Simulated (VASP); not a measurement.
Consider the following.

```
CELL_PARAMETERS angstrom
      2.86401     0.00000     0.00000
      0.00000     2.86401     0.00000
      0.00000     0.00000     2.86401
ATOMIC_POSITIONS crystal
  Cr 0.00000 0.00000 0.00000
  Cr 0.50000 0.50000 0.50000
```

These are AM05 GGA, VASP's PBE PAW potentials (set 64) (plane waves; VASP) values and carry that method's errors. Run with 520 eV cut-off, 13×13×13 Γ-centred mesh, first-order Methfessel-Paxton smearing of 0.10 eV, potentials Cr_pv.

Problem. Give the stress tensor in GPa (positive for a compressed cell).

Solution. 
```
-14.36    0.00    0.00
  0.00  -14.36    0.00
  0.00    0.00  -14.36
```
The pressure is its mean diagonal, -14.36 GPa.

The compound is Cr in the bcc, AFM order structure. This cell is one point of a volume scan, at 1.06 of the reference volume. The run is not spin-polarised, so no magnetic state was tried.
